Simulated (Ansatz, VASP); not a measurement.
## GaAs in two plane-wave programs

Wanted: the spread between two codes on one cell, functional and k mesh. The cell is taken from a series of runs on this material, whose earlier steps may have relaxed, scaled, displaced or heated it; both programs get it as it stands.

Main program and level: Ansatz 0.2.0; plane waves, with VASP 6.6.1 beside it; single point at r2SCAN, spin-orbit coupling.

### 1. The starting structure

It takes space group F-43m (No. 216, cubic). Conventional cell: a = 5.429 Å, b = 5.429 Å, c = 5.429 Å, α = 90.00°, β = 90.00°, γ = 90.00°. Ga has 4 As at 2.35 Å nearest. As has 4 Ga at 2.35 Å nearest. Farther neighbours are not listed.

As a file:

```cif
data_structure
_symmetry_space_group_name_H-M 'P 1'
_symmetry_Int_Tables_number 1
_cell_length_a 3.8386
_cell_length_b 3.8386
_cell_length_c 3.8386
_cell_angle_alpha 60.000
_cell_angle_beta 60.000
_cell_angle_gamma 60.000
_cell_volume 40.00
loop_
_atom_site_label
_atom_site_type_symbol
_atom_site_fract_x
_atom_site_fract_y
_atom_site_fract_z
_atom_site_occupancy
Ga1 Ga 0.00000 0.00000 0.00000 1
As2 As 0.75000 0.75000 0.75000 1
```

### 2. VASP: single point, r2SCAN, spin-orbit coupling, pair 1

A single point gives forces, pressure and levels at one fixed geometry, so differences don't come from the geometry; what else differs is listed under the comparison.

Lines of VASP's logs that name or quote its potential files are left out, and so is its time.

The input, INCAR:

```
SYSTEM = GaAs
PREC = Accurate
ENCUT = 440
EDIFF = 1E-06
NELM = 200
ISMEAR = 0
SIGMA = 0.01
LREAL = .FALSE.
ALGO = Normal
METAGGA = R2SCAN
LASPH = .TRUE.
LNONCOLLINEAR = .TRUE.
MAGMOM = 0 0 0 0 0 0
NBANDS = 30
GGA_COMPAT = .FALSE.
LSORBIT = .TRUE.
LORBIT = 11
LWAVE = .FALSE.
LCHARG = .FALSE.
ISIF = 2
EFERMI = MIDGAP
LMIXTAU = .TRUE.
KPAR = 2
```

The input, POSCAR:

```
GaAs
1.0
    0.0000000000      2.7143165981      2.7143165981
    2.7143165981      0.0000000000      2.7143165981
    2.7143165981      2.7143165981      0.0000000000
Ga As
1 1
Direct
    0.0000000000      0.0000000000      0.0000000000
    0.7500000000      0.7500000000      0.7500000000
```

The input, KPOINTS:

```
Automatic mesh
0
Gamma
6 6 6
0 0 0
```

The projector-augmented-wave data sets are Ga_d and As (PBE family, release 64).

Launch:

```bash
mpirun -np 2 vasp_ncl
```

Numbers of over 12 decimals in the logs are rounded to 6 here.

The program printed:

```text
[banner, memory and clock lines left out]
running    2 mpi-ranks, on    1 nodes
 distrk:  each k-point on    1 cores,    2 groups
 distr:  one band on    1 cores,    1 groups

 POSCAR found type information on POSCAR GaAs
 POSCAR found :  2 types and       2 ions
|                                                                             |
|               ----> ADVICE to this user running VASP <----                  |
|                                                                             |
|     You enforced a specific xc type in the INCAR file but a different       |
|     [... a line on the potential file left out ...]
|     I HOPE YOU KNOW WHAT YOU ARE DOING!                                     |
|                                                                             |

 LDA part: xc-table for (None), standard interpolation
 POSCAR, INCAR and KPOINTS ok, starting setup
 FFT: planning ... GRIDC
 FFT: planning ... GRID_SOFT
 FFT: planning ... GRID
 WAVECAR not read
 entering main loop
       N       E                     dE             d eps       ncg     rms          rms(c)
DAV:   1     0.103977013978E+03    0.10398E+03   -0.78291E+03  1484   0.168E+03
DAV:   2    -0.132267850353E+02   -0.11720E+03   -0.11090E+03  1398   0.423E+02
DAV:   3    -0.284366172368E+02   -0.15210E+02   -0.15029E+02  1556   0.110E+02
DAV:   4    -0.288898015675E+02   -0.45318E+00   -0.45248E+00  1572   0.211E+01
DAV:   5    -0.288970194721E+02   -0.72179E-02   -0.72173E-02  1494   0.261E+00    0.364E+00
DAV:   6    -0.267911683228E+02    0.21059E+01   -0.51703E-01  1848   0.164E+01    0.217E+00
DAV:   7    -0.268556140312E+02   -0.64446E-01   -0.29817E-01  1702   0.701E+00    0.980E-01
DAV:   8    -0.268322465214E+02    0.23368E-01   -0.11688E-01  1368   0.477E+00    0.514E-01
DAV:   9    -0.266950357615E+02    0.13721E+00   -0.20451E-01  1338   0.423E+00    0.276E-01
DAV:  10    -0.267952541389E+02   -0.10022E+00   -0.90382E-02  1338   0.271E+00    0.877E-02
DAV:  11    -0.268520191140E+02   -0.56765E-01   -0.29657E-02  1320   0.157E+00    0.603E-02
DAV:  12    -0.268550961738E+02   -0.30771E-02   -0.14448E-03  1704   0.411E-01    0.384E-02
DAV:  13    -0.268560055589E+02   -0.90939E-03   -0.22325E-04  1378   0.136E-01    0.123E-02
DAV:  14    -0.268565838864E+02   -0.57833E-03   -0.28704E-04  1446   0.201E-01    0.365E-03
DAV:  15    -0.268566274346E+02   -0.43548E-04   -0.74638E-05  1474   0.903E-02    0.758E-03
DAV:  16    -0.268566345250E+02   -0.70904E-05   -0.19037E-06  1392   0.114E-02    0.608E-03
DAV:  17    -0.268566398473E+02   -0.53223E-05   -0.55475E-06  1232   0.215E-02    0.819E-04
DAV:  18    -0.268566402302E+02   -0.38293E-06   -0.33805E-07  1076   0.458E-03
   1 F= -.26856640E+02 E0= -.26856640E+02  d E =0.000000E+00  mag=     0.0000    -0.0000    -0.0000
```

OUTCAR, selected parts (step 2):

```text
ion  position               nearest neighbor table
   1  0.000  0.000  0.000-   2 2.35   2 2.35   2 2.35   2 2.35
   2  0.750  0.750  0.750-   1 2.35   1 2.35   1 2.35   1 2.35

  LATTYP: Found a face centered cubic cell.
 ALAT       =     5.4286331962

 Subroutine GETGRP returns: Found 24 space group operations
 (whereof 24 operations were pure point group operations)

The static configuration has the point symmetry T_d .

 Found     22 irreducible k-points:

   k-points           NKPTS =     22   k-points in BZ     NKDIM =     22   number of bands    NBANDS=     30

   dimension x,y,z NGX =    28 NGY =   28 NGZ =   28
   dimension x,y,z NGXF=    56 NGYF=   56 NGZF=   56

   ENCUT  =  440.0 eV  32.34 Ry    5.69 a.u.   6.57  6.57  6.57*2*pi/ulx,y,z

   NELECT =      18.0000    total number of electrons

 k-points in reciprocal lattice and weights: Automatic mesh
   0.00000000  0.00000000  0.00000000       0.005
   0.16666667  0.00000000  0.00000000       0.019
  -0.16666667  0.00000000  0.00000000       0.019
   0.33333333  0.00000000  0.00000000       0.019
  -0.33333333  0.00000000  0.00000000       0.019
   0.50000000  0.00000000  0.00000000       0.019
   0.16666667  0.16666667  0.00000000       0.028
   0.33333333  0.16666667  0.00000000       0.056
  -0.33333333 -0.16666667  0.00000000       0.056
[...]
-0.33333333  0.33333333  0.16666667       0.111
  -0.33333333  0.50000000  0.16666667       0.056

 average (electrostatic) potential at core
       1 -70.2206       2 -53.8015

 E-fermi :   5.7294

 k-point     1 :       0.0000    0.0000    0.0000
  band No.  band energies     occupation
    ...
     14       4.6911      1.00000
     15       5.0356      1.00000
     16       5.0356      1.00000
     17       5.0356      1.00000
     18       5.0356      1.00000
     19       6.9352      0.00000
     20       6.9352      0.00000
     21       8.8372      0.00000
     22       8.8372      0.00000
     23       9.0277      0.00000
    ...

 k-point     2 :       0.1667    0.0000    0.0000
  band No.  band energies     occupation
    ...
     14       2.1116      1.00000
     15       4.3397      1.00000
     16       4.3397      1.00000
     17       4.5552      1.00000
     18       4.5596      1.00000
     19       7.4852      0.00000
     20       7.4852      0.00000
     21       9.5566      0.00000
     22       9.5566      0.00000
     23       9.6858      0.00000
    ...

 k-point     3 :      -0.1667    0.0000    0.0000
  band No.  band energies     occupation
    ...
     14       2.1116      1.00000
     15       4.3397      1.00000
     16       4.3397      1.00000
     17       4.5552      1.00000
     18       4.5596      1.00000
     19       7.4852      0.00000
     20       7.4852      0.00000
     21       9.5566      0.00000
     22       9.5566      0.00000
     23       9.6858      0.00000
    ...

  Total        3.1333804      3.1333804      3.1333804     -0.0000000     -0.0000000      0.0000000
  in kB      125.5197894    125.5197894    125.5197894     -0.0000000     -0.0000000      0.0000000
  external PRESSURE =     125.5197894 kB  Pullay stress =       0.0000000 kB

  energy-cutoff  :      440.00
  volume of cell :       40.00
      direct lattice vectors                 reciprocal lattice vectors
     0.000000000  2.714316598  2.714316598    -0.184208430  0.184208430  0.184208430
     2.714316598  0.000000000  2.714316598     0.184208430 -0.184208430  0.184208430
     2.714316598  2.714316598  0.000000000     0.184208430  0.184208430 -0.184208430

 POSITION                                       TOTAL-FORCE (eV/Angst)
 -----------------------------------------------------------------------------------
      0.00000      0.00000      0.00000        -0.000000     -0.000000      0.000000
      4.07147      4.07147      4.07147         0.000000      0.000000     -0.000000
 -----------------------------------------------------------------------------------
    total drift:                                0.000003      0.000003      0.000003

  FREE ENERGIE OF THE ION-ELECTRON SYSTEM (eV)
  ---------------------------------------------------
  free  energy   TOTEN  =       -26.8566402302 eV

  energy  without entropy=      -26.8566402302  energy(sigma->0) =      -26.85664023

 Spin-Orbit-Coupling matrix elements
 Ion:    1  E_soc:     -0.0121632
 Ion:    2  E_soc:     -0.0221771

 total charge
# of ion       s       p       d       tot
------------------------------------------
    1        0.855   0.930  10.026  11.812
    2        1.195   1.744   0.042   2.982
--------------------------------------------------
tot          2.050   2.675  10.069  14.793

 magnetization (x)
# of ion       s       p       d       tot
------------------------------------------
    1        0.000  -0.000   0.000   0.000
    2        0.000  -0.000  -0.000  -0.000
--------------------------------------------------
tot          0.000  -0.000  -0.000  -0.000

 magnetization (y)
# of ion       s       p       d       tot
------------------------------------------
    1        0.000   0.000   0.000   0.000
    2        0.000  -0.000  -0.000  -0.000
--------------------------------------------------
tot          0.000  -0.000  -0.000  -0.000

 magnetization (z)
# of ion       s       p       d       tot
------------------------------------------
    1        0.000  -0.000   0.000   0.000
    2       -0.000  -0.000  -0.000  -0.000
--------------------------------------------------
tot          0.000  -0.000  -0.000  -0.000

[... 3 further parts left out ...]
```

The run ends at a pressure of 12.55 GPa.

[end of part 1 of 4]

[Lines on the potential files, build, host, timing and source positions are cut from VASP's logs without a mark.]

[Logs are printed without paths, hosts, clocks, repeated set-up lines and the standing remarks that a program may print on its own settings, such as how far it seeks lower states.]

[Hosts, paths, dates, database ids (printed as entryN), source tags and the programs' standing remarks are cut or masked in the printed files.]
